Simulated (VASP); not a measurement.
Here is the system:

```
SrTiO3
1.0
    3.86473     0.00000     0.00000
    0.00000     3.86473     0.00000
    0.00000     0.00000     3.86473
Sr Ti O
1 1 3
Direct
  0.00000   0.00000   0.00000
  0.50000   0.50000   0.50000
  0.50000   0.00000   0.50000
  0.00000   0.50000   0.50000
  0.50000   0.50000   0.00000
```

These are vdW-DF-cx, VASP's PBE PAW potentials (set 64) (plane waves; VASP) values and carry that method's errors. Run with 520 eV cut-off, 6×6×6 Γ-centred mesh, Gaussian smearing of 0.050 eV, potentials Sr_sv Ti_sv O.

Task: Estimate the energy per atom (σ→0), pressure, band gap (on the k-mesh) with the smallest direct gap where there is one.

Result: 
```json
{
  "band gap (on the k-mesh)": "1.89 eV",
  "smallest direct gap (on the k-mesh)": "2.22 eV",
  "energy per atom (σ→0)": "-599.3 kJ/mol of atoms",
  "pressure": "5.96 GPa"
}
```

Only differences to runs with the same potentials and settings are physical.

The compound is SrTiO3 in the cubic perovskite structure, the ideal cubic form; the compound distorts at low or room temperature. This cell is one point of a volume scan, at 0.97 of the reference volume.
